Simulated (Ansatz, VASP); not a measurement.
Given: the input of a run of VASP 6.6.1 on MgSiH2O4. The cell comes from a database or a generator and needn't be the stable form of this composition.

The input INCAR:

```
  ALGO = Normal
  EDIFF = 1E-7
  ENCUT = 520
  GGA = PE
  ISIF = 2
  ISMEAR = -1
  LASPH = T
  LCHARG = F
  LREAL = F
  LWAVE = F
  NBANDS = 26
  NELM = 100
  PREC = Accurate
  SIGMA = 0.05
```

File KPOINTS:

```
k-points
0
Gamma
  6 9 6
```

POSCAR

```
MgSiH2O4
1.0
    4.2826850000      0.0000000000      0.0000000000
    0.0000000000      2.8563250000      0.0000000000
   -0.2636590000      0.0000000000      4.7703820000
Si Mg O H
1 1 4 2
Direct
    0.0000000000      0.0000000000      0.0000000000
    0.5000000000      0.5000000000      0.5000000000
    0.2440220000      0.5000000000      0.8815380000
    0.7559780000      0.5000000000      0.1184620000
    0.2037060000      0.0000000000      0.3300790000
    0.7962940000      0.0000000000      0.6699210000
    0.5000000000      0.5000000000      0.0000000000
    0.0000000000      0.0000000000      0.5000000000
```

Potentials or basis: VASP PAW PBE potentials, release 64 (Si, Mg, O, H).

The run is started by

```bash
$ cat potpaw_PBE.64/Si/POTCAR potpaw_PBE.64/Mg/POTCAR potpaw_PBE.64/O/POTCAR potpaw_PBE.64/H/POTCAR > POTCAR
$ mpirun -np 1 vasp_std > vasp.out
```

Task: Translate it to Ansatz 0.2.0. Potentials or basis there: Ansatz PAW, cutoff 420 eV.

Result: As run (cutoffs and basis follow the program's own potentials, and thresholds, step limits or extra output files can differ):

The input input.yaml:

```yaml
crystal:
  lattice:
    - [4.282685, 0.0, 0.0]
    - [0.0, 2.856325, 0.0]
    - [-0.263659, 0.0, 4.770382]
  atoms:
    - { symbol: Si, position: [0.0, 0.0, 0.0] }
    - { symbol: Mg, position: [0.5, 0.5, 0.5] }
    - { symbol: O, position: [0.244022, 0.5, 0.881538] }
    - { symbol: O, position: [0.755978, 0.5, 0.118462] }
    - { symbol: O, position: [0.203706, 0.0, 0.330079] }
    - { symbol: O, position: [0.796294, 0.0, 0.669921] }
    - { symbol: H, position: [0.5, 0.5, 0.0] }
    - { symbol: H, position: [0.0, 0.0, 0.5] }
hamiltonian:
  xc: pbe
  pseudopotentials: { kind: paw }
kpoints:
  mp_grid: { grid: [6, 9, 6] }
scf:
  occupations: { method: fermi_dirac, width: 0.05 }
output:
  forces: true
  stress: true
  eigenvalues: true
```

Potentials or basis: Ansatz PAW.

Command:

```sh
$ ansatz run input.yaml --threads 4 --pin off --max-ram 10240MiB --backend cpu --events-out ev --progress --plain --runs-dir out
```

Both were run:

|  | VASP | Ansatz |
| --- | --- | --- |
| Pressure | -0.2 GPa | 0.0 GPa |

Ansatz's pressure holds a Pulay term of +0.87 GPa for its cutoff of 420 eV, which the other run lacks.

The potentials hold 32 and 40 valence electrons a cell.

Where Ansatz's input types no cutoff or centring, it takes its own default and a Γ-centred mesh.

Pressure is positive in compression.
